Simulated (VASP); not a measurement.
**MoS2: relaxation of the atoms with PBE+D3(BJ)**

MoS2:

```xyz
6
Lattice="3.1690 0.0000 0.0000 -1.5845 2.7444 0.0000 0.0000 0.0000 12.5212" Properties=species:S:1:pos:R:3 pbc="T T T"
Mo    0.0000    1.8296    3.1303
Mo    1.5845    0.9148    9.3909
S     0.0000    1.8296    7.8257
S     1.5845    0.9148    1.5651
S     0.0000    1.8296   10.9560
S     1.5845    0.9148    4.6954
```

```
Program                : VASP 6.6.1
Task                   : relaxation of the atoms
Functional             : PBE
Dispersion             : D3(BJ)
Potentials or basis    : VASP PAW PBE potentials, release 64 (Mo_sv, S)
Cutoff                 : 520 eV
k mesh                 : 12 × 12 × 3
Occupations            : gaussian, width 0.05 eV
Spin                   : no spin polarisation
Further INCAR settings : ALGO = Fast; EDIFF = 1e-06; IBRION = 2; EDIFFG = -0.005; NSW = 40
```

```yaml
Energy_gained_by_relaxing: 0.0 meV/atom
Ionic_steps: 2
Pressure_after_relaxing: -1.9 GPa
Band_gap_on_the_k_mesh: 0.99 eV, indirect (least direct gap 1.66 eV)
Dispersion_energy_per_atom: -0.417 eV
```

Forces on the atoms (eV/Å):
```
Mo   0.000  0.000  0.000
Mo   0.000  0.000  0.000
S    0.000  0.000  0.003
S    0.000  0.000  0.003
S    0.000  0.000 -0.003
S    0.000  0.000 -0.003
```

Stress tensor (GPa, compression positive):
```
-2.00  0.00  0.00
 0.00 -2.00  0.00
 0.00  0.00 -1.70
```

The path:
```csv
step,energy change (eV),largest force (eV/Å),pressure (GPa)
1,0.0000,0.0458,-2.11
2,-0.0002,0.0027,-1.90
```

Final structure:
```xyz
6
Lattice="3.1690 0.0000 0.0000 -1.5845 2.7444 0.0000 0.0000 0.0000 12.5212" Properties=species:S:1:pos:R:3 pbc="T T T"
Mo    0.0000    1.8296    3.1303
Mo    1.5845    0.9148    9.3909
S     0.0000    1.8296    7.8279
S     1.5845    0.9148    1.5674
S     0.0000    1.8296   10.9538
S     1.5845    0.9148    4.6932
```

Levels at points of the mesh, in eV from the valence-band top:
| k point | band 22 | band 23 | band 24 | band 25 | band 26 | band 27 | band 28 | band 29 | band 30 | band 31 |
| --- | --- | --- | --- | --- | --- | --- | --- | --- | --- | --- |
| (0.00, 0.00, 0.00) | -2.07 | -2.07 | -1.26 | -1.06 | 0.00 | 2.17 | 2.17 | 2.19 | 2.19 | 2.36 |
| (0.50, 0.00, 0.00) | -2.44 | -1.65 | -1.49 | -1.32 | -1.22 | 1.67 | 1.71 | 2.08 | 2.31 | 2.96 |

It took 68 s on 2 MPI ranks on Intel(R) Xeon(R) Platinum 8488C (Sapphire Rapids) (shared host), peak memory 0.28 GiB a rank.

The gap isn't set beside the measured one, since this odd mesh misses points on the zone boundary.

Caveat: an odd mesh through Γ misses points on the zone boundary, where band edges often lie.
